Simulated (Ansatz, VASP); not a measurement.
# Cross-check of MgO between VASP and Ansatz

Wanted: the spread between two codes on one cell, functional and k mesh. The cell is taken from a series of VASP runs on this material, whose earlier steps may have relaxed, scaled or displaced it; both programs get it as it stands. Valence electrons are named where the data sets of a main pair hold unlike numbers.

Calculated with Ansatz 0.2.0; plane waves, with VASP 6.6.1 beside it; relaxation of cell and atoms at r2SCAN.

**1. The starting structure**

It takes space group Fm-3m (No. 225, cubic). Conventional cell: a = 4.194 Å, b = 4.194 Å, c = 4.194 Å, α = 90.00°, β = 90.00°, γ = 90.00°. Nearest to Mg lie 6 O at 2.10 Å. O has 6 Mg at 2.10 Å nearest. Farther neighbours and most contacts between anions are not listed.

**2. Ansatz: relaxation of cell and atoms, r2SCAN**

Ansatz runs on its default PAW (the set named soft_2) files.

The relaxed volume is the usual yardstick between codes: in a stiff, nearly cubic crystal its relative difference is about their pressure difference at one cell divided by the bulk modulus.

input.yaml

```yaml
crystal:
  lattice:
    - [0.0, 2.0967944918, 2.0967944918]
    - [2.0967944918, 0.0, 2.0967944918]
    - [2.0967944918, 2.0967944918, 0.0]
  atoms:
    - { symbol: Mg, position: [0.0, 0.0, 0.0] }
    - { symbol: O, position: [0.5, 0.5, 0.5] }
hamiltonian:
  xc: r2scan
  pseudopotentials: { kind: paw }
kpoints:
  mp_grid: { grid: [8, 8, 8] }
scf:
  occupations: { method: gaussian, width: 0.03 }
relax:
  f_tol: 0.01
  max_steps: 60
  cell: { stress_tol: 0.05 }
output:
  forces: true
  stress: true
```

On the command line:

```sh
> ansatz run input.yaml --threads 4 --pin off --max-ram 9216MiB --backend cpu --events-out ev --progress --plain --runs-dir out
```

Numbers of over 12 decimals in the logs are rounded to 6 here.

What it wrote:

```text
Engine: ansatz 0.2.0, x86_64-unknown-linux-gnu
Pseudopotentials: kind: paw
Pseudopotential: Mg, paw, valence charge 10, recommended cutoff 500 eV (meta_gga), Mg.paw.azcp
Pseudopotential: O, paw, valence charge 6, recommended cutoff 500 eV (meta_gga), O.paw.azcp
Functional definition: r2SCAN
  parameter k0 = 0.174
  parameter k1 = 0.065
  parameter a1 = 4.9479
  exchange = r2scan_x(k0 = k0, k1 = k1, a1 = a1)
  correlation = r2scan_c
Crystal: 2 atoms, lattice volume = 18.437 Å³
Basis set: ecut = 500 eV, 459 PW (Γ), exchange–correlation on 96×96×96 points (64 copies of the dense FFT grid, shifted against one another)
Bands: 12, of which v1, the nominal top of the filled ones, is band 8 counted from 1 (7 counted from 0)
Symmetry: 48 space group operations
Space group: Fm-3m (ITA 225), of the structure as read, at distance tolerance 2.6e-5 Å
k-points: 29 of 512
Non-local potential: Mg, projectors of the file, l = 0: 3, l = 1: 2, l = 2: 1
Non-local potential: O, projectors of the file, l = 0: 2, l = 1: 2, l = 2: 1
PAW form: soft (Blöchl's): semilocal exchange-correlation on the pseudo side does not see the compensation charge
PAW frozen core: Mg, regenerated for the run's functional (the file was generated under x = pbe(κ = 0.804, μ = 0.219515), c = pbe(β = 0.066725))
PAW frozen core: O, regenerated for the run's functional (the file was generated under x = pbe(κ = 0.804, μ = 0.219515), c = pbe(β = 0.066725))
PAW one-centre angular grid: Mg, 302 points (default); XC on 224 Gauss nodes
PAW one-centre angular grid: O, 302 points (default); XC on 160 Gauss nodes
Initial density: superposition of atomic densities (neutral atoms: chi_scale 0, normalization atom), corrected by the library's trained network
Initial wavefunctions: pseudopotential atomic-orbital guess
Functional: x = r2scan, c = r2scan; τ floored in thin density (d = 2e-4 eV/Å³)
SCF iter   1: F=—  HF=-2498.248757 eV  |F-HF|=—  |Δ(HF+E_count)|=         —  Δρ=9.84e-3  dr2=1.02e-2  dr2_τ=7.29e-2  ethr=1.77e-3  ⟨swp⟩=5.9  Hψ=2076  notcnv=0
preconditioner: auto → none  [insulator: Δε(μ)=5.679 eV  Ē_g=20.161 eV  σ=0.030 eV  W_gap=1.00  n_scr=8 (ndim 8)  ℏωp=24.5 eV  f_vac=0.000  D(μ)=0.00/eV (n_scr^D=0)  ε∞_Penn≈2.5]
SCF iter   2: F=—  HF=-2498.334357 eV  |F-HF|=—  |Δ(HF+E_count)|=   8.56e-2  Δρ=4.74e-3  dr2=1.61e-3  dr2_τ=2.38e-4  ethr=6.38e-5  ⟨swp⟩=2.9  Hψ=986  notcnv=0
SCF iter   3: F=—  HF=-2498.334416 eV  |F-HF|=—  |Δ(HF+E_count)|=   5.98e-5  Δρ=9.64e-4  dr2=9.01e-5  dr2_τ=1.49e-5  ethr=1.00e-5  ⟨swp⟩=3.0  Hψ=574  notcnv=0
SCF iter   4: F=—  HF=-2498.334410 eV  |F-HF|=—  |Δ(HF+E_count)|=   6.36e-6  Δρ=2.55e-4  dr2=7.86e-6  dr2_τ=1.18e-6  ethr=5.63e-7  ⟨swp⟩=2.3  Hψ=442  notcnv=0
iter 5 did not close the SCF: its close was put off for the readings that it lacked (scf_convergence_deferred on its scf_iter line)
SCF iter   5: F=-2498.334408 eV  HF=-2498.334408 eV  |F-HF|=8.52e-8  |Δ(HF+E_count)|=   2.25e-6  Δρ=2.85e-5  dr2=6.54e-8  dr2_τ=2.02e-8  ethr=4.91e-8  ⟨swp⟩=2.0  Hψ=453  notcnv=0
SCF iter   6: F=-2498.334408 eV  HF=-2498.334408 eV  |F-HF|=3.48e-10  |Δ(HF+E_count)|=   1.04e-7  Δρ=9.49e-6  dr2=3.41e-9  dr2_τ=1.28e-9  ethr=4.09e-10  ⟨swp⟩=2.1  Hψ=1153  notcnv=0
SCF 1 converged in 6 iterations: F = -2498.334408 eV  dr2 = 3.41e-9
  greatest PAW one-centre occupation: 1.000 electrons in one spin orbital (limit 2), on the Mg atom at site 0 (counted from 0), in its partial waves of l = 0
relax step   1: F+E_penalty+E_count = -2498.33440783 eV  Δ(F+E_penalty+E_count) = +0.000e0 eV  max|allowed force component| = 5.469e-29 eV/Å  Δτ_max = 0.0000 Å  P = +1.314 GPa  Ω = 18.437 Å³  (6 SCF iters, dr2 threshold 1.00e-7 eV, accepted)
[...]
relax step   2: F+E_penalty+E_count = -2498.33477092 eV  Δ(F+E_penalty+E_count) = -3.631e-4 eV  max|allowed force component| = 3.096e-30 eV/Å  Δτ_max = 0.0000 Å  P = +0.749 GPa  Ω = 18.498 Å³  energy of the carried Pulay correction = -3.045e-5 eV  (4 SCF iters, dr2 threshold 2.00e-7 eV, accepted)
[...]
relax step   3: F+E_penalty+E_count = -2498.33492371 eV  Δ(F+E_penalty+E_count) = -1.528e-4 eV  max|allowed force component| = 3.589e-29 eV/Å  Δτ_max = 0.0000 Å  P = +0.010 GPa  Ω = 18.580 Å³  energy of the carried Pulay correction = -7.098e-5 eV  (4 SCF iters, dr2 threshold 2.00e-7 eV, accepted)
[...]
relax step   4: F+E_penalty+E_count = -2498.33498474 eV  Δ(F+E_penalty+E_count) = -6.103e-5 eV  max|allowed force component| = 3.129e-29 eV/Å  Δτ_max = 0.0000 Å  P = +0.008 GPa  Ω = 18.580 Å³  stress off target by 7.50e-3 GPa  SCF on the basis re-selected at this cell (its energy is not comparable with the rows above)  (5 SCF iters)
basis re-selected at this cell: Δ(F+E_penalty+E_count) = -6.103e-5 eV, ΔP = -0.002 GPa vs the last step (what re-selecting the basis moved, of the pressure what is left beyond the Pulay correction that the steps carried, after the strain that the cell walked since its last selection, with what the two solves' SCF thresholds leave and, on support functions, any second-order correction that the steps lacked; it is no m [...]
SCF converged after 5 iterations
Free energy (F): -2498.334985 eV
Harris-Foulkes:  -2498.334985 eV  (|F-HF|=6.37e-12)
Internal energy: -2498.334985 eV  (E = F + TS)
E sigma→0 (E₀):  -2498.334985 eV
Fermi energy:    10.627872 eV
--- Per-component energies (eV) ---
  E_band       = -311.238657
  E_kinetic    = 256.747077
  E_local      = -1601.557532  (includes V_loc(G=0)·N_el)
  E_nonlocal   = 142.538337
  E_hartree    = 554.990929
  E_xc         = -103.293553
  E_vxc        = -149.070395  (∫ρ·V_xc dr)
  E_paw        = -455.984055  (= ΣΔE_a)
  E_vpaw       = -79.516062  (= ΣTr[D̂ρ^β])
  E_aug_tail   = 0.001032  (compensation charges beyond the density's cutoff)
  E_vtau       = 9.637020  (kinetic-family band-sum trace: ∫τ·v_τ [+ j·A + Jᵃ·Aᵃ] dr)
  E_ewald      = -1291.719070
  E_core_change = -0.058149  (= ΣΔE_core)
  E_smearing   = -0.000000  (= −TS)
  E_closure    = -0.000000  (closes the sum)
  Σ components = -2498.334985   (vs F -2498.334985, Δ=0.00e0)
--- Forces (eV/Å), atoms counted from 1 ---
  atom   1  Mg     0.00000000    -0.00000000    -0.00000000
  atom   2  O     -0.00000000     0.00000000    -0.00000000
  max |Σ_I F_I| component: 5.52e-29 eV/Å
--- Stress (GPa, compression-positive) ---
        0.007502       0.000000      -0.000000
       -0.000000       0.007502       0.000000
       -0.000000       0.000000       0.007502
  P = ⅓ Tr σ = 0.0075 GPa (0.075 kbar)
--- Relaxed structure (3 steps of the walk, 3 accepted, 1 SCFs on fresh bases) ---
  F+E_penalty+E_count = -2498.33498474 eV   max|allowed force component| = 3.129e-29 eV/Å   (the final SCF, on the basis selected at the relaxed cell)
  cell:  # Å, volume = 18.5802 Å³
    - [0, 2.102196, 2.102196]
    - [2.102196, 0, 2.102196]
    - [2.102196, 2.102196, 0.0]
  atoms:
    - { symbol: Mg, position: [0, 0, 0] }
    - { symbol: O, position: [0.500000, 0.500000, 0.500000] }
```

Elapsed: 1.6 s, on 4 threads of AMD EPYC 9R14 (Zen 4), shared host; peak memory 0.4 GiB.

**3. VASP: relaxation of cell and atoms, r2SCAN**

The same cell, functional, mesh and smearing now go to VASP, with its own data sets.

Lines of VASP's logs that name or quote its potential files are left out, and so is its time.

INCAR

```
SYSTEM = MgO
PREC = Accurate
ENCUT = 560
EDIFF = 1E-07
NELM = 100
ISMEAR = 0
SIGMA = 0.03
LREAL = .FALSE.
ALGO = Normal
METAGGA = R2SCAN
LASPH = .TRUE.
NBANDS = 10
LORBIT = 11
LWAVE = .FALSE.
LCHARG = .FALSE.
KPAR = 4
IBRION = 2
NSW = 50
ISIF = 3
EDIFFG = -0.002
```

POSCAR

```
MgO
1.0
    0.0000000000      2.0967944918      2.0967944918
    2.0967944918      0.0000000000      2.0967944918
    2.0967944918      2.0967944918      0.0000000000
Mg O
1 1
Direct
    0.0000000000      0.0000000000      0.0000000000
    0.5000000000      0.5000000000      0.5000000000
```

KPOINTS

```
Automatic mesh
0
Gamma
8 8 8
0 0 0
```

PAW data sets: Mg and O (PBE family, release 64).

On the command line:

```sh
> mpirun -np 4 vasp_std
```

What it wrote:

```text
[banner, memory and clock lines left out]
running    4 mpi-ranks, on    1 nodes
 distrk:  each k-point on    1 cores,    4 groups
 distr:  one band on    1 cores,    1 groups

 POSCAR found type information on POSCAR MgO
 POSCAR found :  2 types and       2 ions
|                                                                             |
|               ----> ADVICE to this user running VASP <----                  |
|                                                                             |
|     You enforced a specific xc type in the INCAR file but a different       |
|     [... a line on the potential file left out ...]
|     I HOPE YOU KNOW WHAT YOU ARE DOING!                                     |
|                                                                             |

 LDA part: xc-table for (None), standard interpolation
 POSCAR, INCAR and KPOINTS ok, starting setup
 FFT: planning ... GRIDC
 FFT: planning ... GRID_SOFT
 FFT: planning ... GRID
 WAVECAR not read
 entering main loop
       N       E                     dE             d eps       ncg     rms          rms(c)
DAV:   1     0.131312540039E+02    0.13131E+02   -0.49745E+03   628   0.773E+02
DAV:   2    -0.191066410358E+02   -0.32238E+02   -0.30837E+02   678   0.157E+02
DAV:   3    -0.198378302271E+02   -0.73119E+00   -0.73076E+00   676   0.220E+01
DAV:   4    -0.198397928606E+02   -0.19626E-02   -0.19626E-02   652   0.127E+00
DAV:   5    -0.198397998439E+02   -0.69833E-05   -0.69833E-05   648   0.754E-02    0.683E+00
DAV:   6    -0.160869249331E+02    0.37529E+01   -0.56377E+00   594   0.141E+01    0.196E+00
DAV:   7    -0.161536178747E+02   -0.66693E-01   -0.22881E-01   626   0.374E+00    0.143E+00
DAV:   8    -0.161657434161E+02   -0.12126E-01   -0.55762E-02   590   0.257E+00    0.473E-01
DAV:   9    -0.161630230980E+02    0.27203E-02   -0.88925E-03   614   0.681E-01    0.126E-01
DAV:  10    -0.161629964404E+02    0.26658E-04   -0.84349E-04   630   0.228E-01    0.210E-02
DAV:  11    -0.161630131515E+02   -0.16711E-04   -0.78090E-06   616   0.302E-02    0.627E-03
DAV:  12    -0.161630143079E+02   -0.11564E-05   -0.51380E-07   660   0.541E-03    0.297E-03
DAV:  13    -0.161630141841E+02    0.12378E-06   -0.66214E-07   594   0.592E-03    0.104E-04
DAV:  14    -0.161630139320E+02    0.25206E-06   -0.23242E-09   310   0.539E-04    0.872E-05
DAV:  15    -0.161630138574E+02    0.74618E-07   -0.51749E-10   310   0.162E-04
   1 F= -.16163014E+02 E0= -.16163014E+02  d E =-.161630E+02
 curvature:   0.00 expect dE= 0.000E+00 dE for cont linesearch  0.000E+00
 trial: gam= 0.00000 g(F)=  0.480E-60 g(S)=  0.310E-05 ort = 0.000E+00 (trialstep = 0.100E+01)
 search vector abs. value=  0.310E-05
 bond charge predicted
       N       E                     dE             d eps       ncg     rms          rms(c)
DAV:   1    -0.161630265933E+02   -0.12661E-04   -0.23732E-04   600   0.136E-01    0.252E-02
DAV:   2    -0.161630131988E+02    0.13394E-04   -0.62520E-05   614   0.508E-02    0.315E-03
DAV:   3    -0.161630144404E+02   -0.12416E-05   -0.91775E-07   588   0.931E-03    0.136E-03
DAV:   4    -0.161630145219E+02   -0.81462E-07   -0.80900E-08   308   0.220E-03
   2 F= -.16163015E+02 E0= -.16163015E+02  d E =-.664445E-06
 trial-energy change:   -0.000001  1 .order   -0.000001   -0.000003    0.000001
 step:   0.6206(harm=  0.7823)  dis= 0.00000  next Energy=   -16.163015 (dE=-0.853E-06)
 reached required accuracy - stopping structural energy minimisation
```

OUTCAR, selected parts (step 3):

```text
ion  position               nearest neighbor table
   1  0.000  0.000  0.000-   2 2.10   2 2.10   2 2.10   2 2.10   2 2.10   2 2.10
   2  0.500  0.500  0.500-   1 2.10   1 2.10   1 2.10   1 2.10   1 2.10   1 2.10

  LATTYP: Found a face centered cubic cell.
 ALAT       =     4.1935889836

 Subroutine GETGRP returns: Found 48 space group operations
 (whereof 48 operations were pure point group operations)

The static configuration has the point symmetry O_h .

 Found     29 irreducible k-points:

   k-points           NKPTS =     29   k-points in BZ     NKDIM =     29   number of bands    NBANDS=     10

   dimension x,y,z NGX =    24 NGY =   24 NGZ =   24
   dimension x,y,z NGXF=    48 NGYF=   48 NGZF=   48

   ENCUT  =  560.0 eV  41.16 Ry    6.42 a.u.   5.72  5.72  5.72*2*pi/ulx,y,z

   NELECT =       8.0000    total number of electrons

 k-points in reciprocal lattice and weights: Automatic mesh
   0.00000000  0.00000000  0.00000000       0.002
   0.12500000  0.00000000  0.00000000       0.016
   0.25000000  0.00000000  0.00000000       0.016
   0.37500000  0.00000000  0.00000000       0.016
   0.50000000  0.00000000  0.00000000       0.008
   0.12500000  0.12500000  0.00000000       0.012
   0.25000000  0.12500000  0.00000000       0.047
   0.37500000  0.12500000  0.00000000       0.047
   0.50000000  0.12500000  0.00000000       0.047
[...]
-0.37500000  0.50000000  0.12500000       0.023
  -0.25000000  0.50000000  0.25000000       0.012

 average (electrostatic) potential at core
       1 -38.1530       2 -73.1945

 E-fermi :   3.1142

 k-point     1 :       0.0000    0.0000    0.0000
  band No.  band energies     occupation
      1     -15.3968      2.00000
      2       2.8689      2.00000
      3       2.8689      2.00000
      4       2.8689      2.00000
      5       8.6037      0.00000
      6      19.7789      0.00000
      7      19.7789      0.00000
      8      19.7789      0.00000
      9      23.9615      0.00000
    ...

 k-point     2 :       0.1250    0.0000    0.0000
  band No.  band energies     occupation
      1     -15.2330      2.00000
      2       1.9367      2.00000
      3       2.7606      2.00000
      4       2.7606      2.00000
      5       9.5041      0.00000
      6      18.1028      0.00000
      7      20.1646      0.00000
      8      20.1646      0.00000
      9      24.8021      0.00000
    ...

 k-point     3 :       0.2500    0.0000    0.0000
  band No.  band energies     occupation
      1     -14.8088      2.00000
      2       0.2074      2.00000
      3       2.5108      2.00000
      4       2.5108      2.00000
      5      10.9772      0.00000
      6      16.5878      0.00000
      7      20.7264      0.00000
      8      20.7264      0.00000
      9      24.4167      0.00000
    ...

  Total       -0.0018206     -0.0018206     -0.0018206     -0.0000000     -0.0000000      0.0000000
  in kB       -0.1581304     -0.1581304     -0.1581304     -0.0000000     -0.0000000      0.0000000
  external PRESSURE =      -0.1581304 kB  Pullay stress =       0.0000000 kB

  energy-cutoff  :      560.00
  volume of cell :       18.45
      direct lattice vectors                 reciprocal lattice vectors
     0.000000000  2.097125342  2.097125342    -0.238421610  0.238421610  0.238421610
     2.097125342  0.000000000  2.097125342     0.238421610 -0.238421610  0.238421610
     2.097125342  2.097125342  0.000000000     0.238421610  0.238421610 -0.238421610

 POSITION                                       TOTAL-FORCE (eV/Angst)
 -----------------------------------------------------------------------------------
      2.09713      2.09713      0.00000         0.000000     -0.000000      0.000000
      2.09713      2.09713      2.09713        -0.000000      0.000000     -0.000000
 -----------------------------------------------------------------------------------
    total drift:                               -0.000000     -0.000000      0.000000

  FREE ENERGIE OF THE ION-ELECTRON SYSTEM (eV)
  ---------------------------------------------------
  free  energy   TOTEN  =       -16.1630145219 eV

  energy  without entropy=      -16.1630145219  energy(sigma->0) =      -16.16301452

 reached required accuracy - stopping structural energy minimisation

 total charge
# of ion       s       p       d       tot
------------------------------------------
    1        0.141   0.178   0.076   0.395
    2        1.543   3.596   0.000   5.139
--------------------------------------------------
tot          1.684   3.774   0.076   5.534

[... 3 further parts left out ...]
```

**4. Side by side**

Known differences besides the potentials themselves: VASP keeps PBE cores, Ansatz makes them for the functional; both relaxations stop at a tolerance, which leaves soft axes loose, and VASP keeps its plane-wave basis; the data sets hold 16 valence electrons in Ansatz (on its default PAW (the set named soft_2) files) and 8 in VASP; the cutoff is 500 eV in Ansatz and 560 eV in VASP; Ansatz adds a Pulay correction to the stress that steers its cell, VASP none. Total energies have different zeros and are not compared.

Compared:

| quantity | Ansatz | VASP | difference |
| --- | --- | --- | --- |
| volume (Å³) | 18.58 | 18.45 | +0.73 % |
| edge a after relaxation, in the typed setting (Å) | 2.973 | 2.966 | +0.24 % |

The walks stopped with 0.01 GPa left in Ansatz and -0.02 GPa in VASP; each walk ends within a tolerance, so the volume difference is uncertain by about these residues over the bulk modulus, most in soft cells.

**5. Summary of results**

| Quantity | Value |
| --- | --- |
| difference in volume (relaxation of cell and atoms, r2SCAN) | 0.73 % |

**Reading.** The difference in volume is 0.73 % (relaxation of cell and atoms, r2SCAN), within the 1.2 % picked in this series as the mark of a large difference, as far as the stopping tolerances let one tell. The data sets hold unlike numbers of valence electrons (16 in Ansatz and 8 in VASP), so part of the differences comes from the potentials. How closely two codes agree says nothing of how well the functional describes the real material.

[Lines on the potential files, build, host, timing and source positions are cut from VASP's logs without a mark.]

[Logs are printed without paths, hosts, clocks, repeated set-up lines and the standing remarks that a program may print on its own settings, such as how far it seeks lower states.]

[Hosts, paths, dates, database ids (printed as entryN), source tags and the programs' standing remarks are cut or masked in the printed files.]
